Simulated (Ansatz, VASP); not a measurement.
# Al6Si in two plane-wave programs, part 2 of 2

Wanted: the spread between two codes on one cell, functional and k mesh. The cell is generated by rule, not measured, and may not be a known phase. The cell is taken from a series of runs on this material, whose earlier steps may have relaxed, scaled, displaced or heated it; both programs get it as it stands.

VASP 6.6.1 and Ansatz 0.2.0.

So far. Step 5 (Ansatz: single point, PBEsol, pair 2): The run ends at a pressure of -0.01 GPa, with forces up to 0.29 eV/Å.

**6. VASP: single point, PBEsol, pair 2**

Level of this step: PBEsol; plane waves and PAW (Si, Al); invented cell (VASP).

The same cell, functional, mesh and smearing now go to VASP, with its own data sets.

INCAR

```
SYSTEM = Al6Si
PREC = Accurate
ENCUT = 500
EDIFF = 1E-06
NELM = 120
ISMEAR = 1
SIGMA = 0.15
LREAL = .FALSE.
ALGO = Normal
GGA = PS
NBANDS = 18
LORBIT = 11
LWAVE = .FALSE.
LCHARG = .FALSE.
ISIF = 2
LASPH = .TRUE.
GGA_COMPAT = .FALSE.
KPAR = 2
```

POSCAR

```
Al6Si
1.0
    6.1489135354      0.0000000000      0.0000000000
    0.0000000000      6.1489135354      0.0000000000
    0.0000000000      0.0000000000      6.1489135354
Si Al
1 6
Direct
    0.0000000000      0.0227682499      0.0000000000
    0.1974385139      0.4960598531      0.5000000000
    0.5000000000      0.1934691072      0.5000000000
    0.8025614861      0.4960598531      0.5000000000
    0.5000000000      0.7985920794      0.5000000000
    0.5000000000      0.4960598531      0.1974385139
    0.5000000000      0.4960598531      0.8025614861
```

KPOINTS

```
Automatic mesh
0
Gamma
6 6 6
0 0 0
```

Potentials, in the order of the species: Si and Al (PBE family, release 64).

Command:

```sh
$ mpirun -np 2 vasp_std
```

Numbers of over 12 decimals in the logs are rounded to 6 here.

The log of the run:

```text
[banner, memory and clock lines left out]
running    2 mpi-ranks, on    1 nodes
[...]
[... a notice as in an earlier step ...]

 LDA part: xc-table for (Slater+PW92), standard interpolation
 POSCAR, INCAR and KPOINTS ok, starting setup
[...]
entering main loop
       N       E                     dE             d eps       ncg     rms          rms(c)
DAV:   1     0.324223376666E+02    0.32422E+02   -0.69055E+03  1440   0.864E+02
DAV:   2    -0.230802235876E+02   -0.55503E+02   -0.53450E+02  1872   0.111E+02
DAV:   3    -0.255593928503E+02   -0.24792E+01   -0.24611E+01  1888   0.237E+01
DAV:   4    -0.256131597742E+02   -0.53767E-01   -0.53721E-01  2090   0.413E+00
[...]
DAV:  13    -0.219288744289E+02    0.25312E-03   -0.18567E-03  1574   0.857E-02    0.214E-02
DAV:  14    -0.219288706594E+02    0.37695E-05   -0.90028E-05  1610   0.354E-02    0.157E-02
DAV:  15    -0.219288702004E+02    0.45908E-06   -0.78531E-06  1840   0.127E-02
   1 F= -.21928870E+02 E0= -.21926662E+02  d E =-.662524E-02
```

Parts of OUTCAR (step 6):

```text
  Total        0.0359746      0.0950660      0.0359746      0.0000000     -0.0000000     -0.0000000
  in kB        0.2479200      0.6551497      0.2479200      0.0000000     -0.0000000     -0.0000000
  external PRESSURE =       0.3836632 kB  Pullay stress =       0.0000000 kB

 POSITION                                       TOTAL-FORCE (eV/Angst)
 -----------------------------------------------------------------------------------
      0.00000      0.14000      0.00000        -0.000000      0.292413      0.000000
      1.21403      3.05023      3.07446        -0.000262     -0.048989      0.000000
      3.07446      1.18962      3.07446         0.000000     -0.038808     -0.000000
      4.93488      3.05023      3.07446         0.000262     -0.048989     -0.000000
      3.07446      4.91047      3.07446         0.000000     -0.057648     -0.000000
      3.07446      3.05023      1.21403        -0.000000     -0.048989     -0.000262
      3.07446      3.05023      4.93488        -0.000000     -0.048989      0.000262
 -----------------------------------------------------------------------------------
    total drift:                               -0.000000     -0.000177     -0.000000

  FREE ENERGIE OF THE ION-ELECTRON SYSTEM (eV)
  ---------------------------------------------------
  free  energy   TOTEN  =       -21.9288702004 eV

  energy  without entropy=      -21.9222449597  energy(sigma->0) =      -21.92666179

[... 1 part as in an earlier step ...]

[... 2 further parts left out ...]
[key lines of the parts left out:]
E-fermi :   1.6209
```

The run ends at a pressure of 0.04 GPa, with forces up to 0.29 eV/Å.

**7. Side by side**

The two programs side by side:

| quantity | Ansatz | VASP | difference |
| --- | --- | --- | --- |
| pressure (GPa) | -0.01 | 0.04 | -0.05 |

Forces (eV/Å; atoms numbered as in POSCAR):

| atom | Ansatz x, y, z | VASP x, y, z |
| --- | --- | --- |
| Si1 | 0.000, 0.293, 0.000 | 0.000, 0.292, 0.000 |
| Al2 | 0.000, -0.049, 0.000 | 0.000, -0.049, 0.000 |
| Al3 | 0.000, -0.039, 0.000 | 0.000, -0.039, 0.000 |
| Al4 | 0.000, -0.049, 0.000 | 0.000, -0.049, 0.000 |
| Al5 | 0.000, -0.058, 0.000 | 0.000, -0.058, 0.000 |
| Al6 | 0.000, -0.049, 0.000 | 0.000, -0.049, 0.000 |
| Al7 | 0.000, -0.049, 0.000 | 0.000, -0.049, 0.000 |

The forces differ by 0.0 meV/Å r.m.s., which is 0.1 % of the r.m.s. force of 0.069 eV/Å (both taken over all components).

**8. VASP: single point, PBEsol, pair 3**

A single point gives forces, pressure and levels at one fixed geometry, so differences don't come from the geometry; what else differs is listed under the comparison.

INCAR is that of step 6.

POSCAR

```
Al6Si
1.0
    6.1489135354      0.0000000000      0.0000000000
    0.0000000000      6.1489135354      0.0000000000
    0.0000000000      0.0000000000      6.1489135354
Si Al
1 6
Direct
    0.0000000000      0.0357786784      0.0000000000
    0.1974385139      0.4938083406      0.5000000000
    0.5000000000      0.1912008748      0.5000000000
    0.8025614861      0.4938083406      0.5000000000
    0.5000000000      0.7963238470      0.5000000000
    0.5000000000      0.4938083406      0.1974385139
    0.5000000000      0.4938083406      0.8025614861
```

KPOINTS is that of step 6.

Command:

```sh
$ mpirun -np 2 vasp_std
```

The log of the run:

```text
[... set-up lines as in an earlier step ...]
 entering main loop
       N       E                     dE             d eps       ncg     rms          rms(c)
DAV:   1     0.325009152897E+02    0.32501E+02   -0.69037E+03  1440   0.866E+02
DAV:   2    -0.231526782824E+02   -0.55654E+02   -0.53599E+02  1880   0.111E+02
DAV:   3    -0.255666807758E+02   -0.24140E+01   -0.23974E+01  1898   0.236E+01
DAV:   4    -0.256188447148E+02   -0.52164E-01   -0.52122E-01  2074   0.411E+00
[...]
DAV:  14    -0.219639953702E+02    0.84830E-06   -0.79860E-05  1634   0.334E-02    0.106E-02
DAV:  15    -0.219639942267E+02    0.11434E-05   -0.78853E-06  1802   0.109E-02    0.501E-03
DAV:  16    -0.219639941672E+02    0.59583E-07   -0.52744E-07   812   0.355E-03
   1 F= -.21963994E+02 E0= -.21961846E+02  d E =-.644461E-02
```

OUTCAR, selected parts (step 8):

```text
  Total        0.0058790      0.1168103      0.0058790      0.0000000     -0.0000000      0.0000000
  in kB        0.0405150      0.8050011      0.0405150      0.0000000     -0.0000000      0.0000000
  external PRESSURE =       0.2953437 kB  Pullay stress =       0.0000000 kB

 POSITION                                       TOTAL-FORCE (eV/Angst)
 -----------------------------------------------------------------------------------
      0.00000      0.22000      0.00000         0.000000      0.455382     -0.000000
      1.21403      3.03638      3.07446         0.000054     -0.076749      0.000000
      3.07446      1.17568      3.07446        -0.000000     -0.052327      0.000000
      4.93488      3.03638      3.07446        -0.000054     -0.076749     -0.000000
      3.07446      4.89653      3.07446        -0.000000     -0.096057     -0.000000
      3.07446      3.03638      1.21403         0.000000     -0.076749      0.000054
      3.07446      3.03638      4.93488        -0.000000     -0.076749     -0.000054
 -----------------------------------------------------------------------------------
    total drift:                               -0.000000      0.000033     -0.000000

  FREE ENERGIE OF THE ION-ELECTRON SYSTEM (eV)
  ---------------------------------------------------
  free  energy   TOTEN  =       -21.9639941672 eV

  energy  without entropy=      -21.9575495606  energy(sigma->0) =      -21.96184596

[... 2 parts as in an earlier step ...]

[... 1 further part left out ...]
[key lines of the parts left out:]
E-fermi :   1.6260
```

The run ends at a pressure of 0.03 GPa, with forces up to 0.46 eV/Å.

**9. Ansatz: single point, PBEsol, pair 3**

The same cell, functional, mesh and smearing now go to Ansatz, which takes its cutoff from its data sets.

The cell is taken from a series of runs on this material, whose earlier steps may have relaxed, scaled, displaced or heated it; both programs get it as it stands.

input.yaml

```yaml
crystal:
  lattice:
    - [6.1489135354, 0.0, 0.0]
    - [0.0, 6.1489135354, 0.0]
    - [0.0, 0.0, 6.1489135354]
  atoms:
    - { symbol: Si, position: [0.0, 0.0357786784, 0.0] }
    - { symbol: Al, position: [0.1974385139, 0.4938083406, 0.5] }
    - { symbol: Al, position: [0.5, 0.1912008748, 0.5] }
    - { symbol: Al, position: [0.8025614861, 0.4938083406, 0.5] }
    - { symbol: Al, position: [0.5, 0.796323847, 0.5] }
    - { symbol: Al, position: [0.5, 0.4938083406, 0.1974385139] }
    - { symbol: Al, position: [0.5, 0.4938083406, 0.8025614861] }
kpoints:
  mp_grid: { grid: [6, 6, 6] }
hamiltonian:
  xc: pbesol
scf:
  occupations: { method: methfessel_paxton, width: 0.15 }
output:
  forces: true
  stress: true
  eigenvalues: true
```

Command:

```sh
$ ansatz run input.yaml --threads 8 --pin off --max-ram 14336MiB --backend cpu --events-out ev --progress --plain --runs-dir out
```

The log of the run:

```text
[...]
Crystal: 7 atoms, lattice volume = 232.485 Å³
Basis set: ecut = 420 eV, 4553 PW (Γ), exchange–correlation on 90×90×90 points (8 copies of the dense FFT grid, shifted against one another)
Bands: 18, of which v1, the nominal top of the filled ones, is band 11 counted from 1 (10 counted from 0)
Symmetry: 8 space group operations
[...]
k-points: 40 of 216 (time reversal used)
[...]
k-point 0: bands = [... 7 lower, -0.9450, 1.6405, 1.6405, 1.6879, 2.0722, 2.1224, 2.1224, 3.5745, ... 3 higher]
  k-point 1: bands = [... 7 lower, -0.6482, 1.2793, 1.3007, 1.7666, 2.0630, 2.2023, 2.2652, 3.3527, ... 3 higher]
  k-point 2: bands = [... 7 lower, 0.4158, 0.7995, 0.8348, 1.9098, 2.1283, 2.2801, 2.3813, 3.0600, ... 3 higher]
  k-point 39: bands = [... 7 lower, -0.2555, 1.5317, 1.5317, 1.5354, 2.6140, 2.6140, 2.6141, 3.8825, ... 3 higher]
[key lines of the parts left out:]
SCF converged after 8 iterations
Free energy (F): -3760.451240 eV
Fermi energy:    1.631297 eV
P = ⅓ Tr σ = -0.0164 GPa (-0.164 kbar)
```

The run ends at a pressure of -0.02 GPa, with forces up to 0.46 eV/Å.

**10. Differences**

The two programs side by side:

| quantity | Ansatz | VASP | difference |
| --- | --- | --- | --- |
| pressure (GPa) | -0.02 | 0.03 | -0.05 |

Forces (eV/Å; atoms numbered as in POSCAR):

| atom | Ansatz x, y, z | VASP x, y, z |
| --- | --- | --- |
| Si1 | 0.000, 0.455, 0.000 | 0.000, 0.455, 0.000 |
| Al2 | -0.001, -0.077, 0.000 | 0.000, -0.077, 0.000 |
| Al3 | 0.000, -0.053, 0.000 | 0.000, -0.052, 0.000 |
| Al4 | 0.001, -0.077, 0.000 | 0.000, -0.077, 0.000 |
| Al5 | 0.000, -0.095, 0.000 | 0.000, -0.096, 0.000 |
| Al6 | 0.000, -0.077, -0.001 | 0.000, -0.077, 0.000 |
| Al7 | 0.000, -0.077, 0.001 | 0.000, -0.077, 0.000 |

The forces differ by 0.4 meV/Å r.m.s., which is 0.4 % of the r.m.s. force of 0.108 eV/Å (both taken over all components).

**11. Summary of results**

```yaml
r_m_s_force_difference_single_point_pbesol_pair_1: 0.41 % of the r.m.s. force
difference_in_pressure_single_point_pbesol_pair_2: -0.046 GPa
r_m_s_force_difference_single_point_pbesol_pair_3: 0.43 meV/Å
```

In words: The r.m.s. force difference is 0.41 % of the r.m.s. force (single point, PBEsol, pair 1), within the 3 % picked in this series as the mark of a large difference. 5 further runs of this series are not shown here. How closely two codes agree says nothing of how well the functional describes the real material.

[Lines on the potential files, build, host, timing and source positions are cut from VASP's logs without a mark.]

[Logs are printed without paths, hosts, clocks, repeated set-up lines and the standing remarks that a program may print on its own settings, such as how far it seeks lower states.]

[Hosts, paths, dates, database ids (printed as entryN), source tags and the programs' standing remarks are cut or masked in the printed files.]
